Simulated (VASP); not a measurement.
VASP input:

**POSCAR**
```
LiH
1
    0.0000000000     2.0400000000     2.0400000000
    2.0400000000     0.0000000000     2.0400000000
    2.0400000000     2.0400000000     0.0000000000
Li H
1 1
Direct
  0.0000000000   0.0000000000   0.0000000000
  0.5000000000   0.5000000000   0.5000000000
```

### KPOINTS
```
Automatic mesh
0
Gamma
10 10 10
0 0 0
```

### INCAR
```
SYSTEM = LiH
PREC = Accurate; ENCUT = 520; LREAL = .FALSE.
LASPH = .TRUE.
EDIFF = 1E-6; NELM = 100; ALGO = Normal
ISMEAR = 0; SIGMA = 0.05
GGA = PE
IBRION = 2; NSW = 60; ISIF = 3
EDIFFG = -0.01
LWAVE = .FALSE.; LCHARG = .FALSE.
```

POTCAR, in this order: Li_sv H (PBE.64 set). Program: vasp_std.

Problem. Translate this PBE calculation to Ansatz.

Solution. One equivalent input (not run):
Ansatz 0.2 input:
```yaml
crystal:
  lattice:
    - [0.0000000, 2.0400000, 2.0400000]
    - [2.0400000, 0.0000000, 2.0400000]
    - [2.0400000, 2.0400000, 0.0000000]
  atoms:
    - { symbol: Li, position: [0.0000000, 0.0000000, 0.0000000] }
    - { symbol: H, position: [0.5000000, 0.5000000, 0.5000000] }
kpoints:
  mp_grid: { grid: [10, 10, 10] }
hamiltonian:
  xc: pbe
  pseudopotentials: { kind: paw }
scf:
  occupations: { method: gaussian, width: 0.05 }
  max_iter: 100
relax:
  max_steps: 60
  f_tol: 0.01
  cell: {}
output: { forces: true, stress: true, eigenvalues: true }
```
The two are equivalent in intent, not identical: each code has its own PAW files, so the cut-off isn't converted (ENCUT is set for VASP's; basis.ecutwfc is left out, and Ansatz then takes the one that its files recommend); Ansatz stops its SCF on the density residual and VASP on the energy change (EDIFF).

The compound is LiH in the rock salt structure. This run relaxes it. Symmetry was kept, so distortions that lower it aren't found.
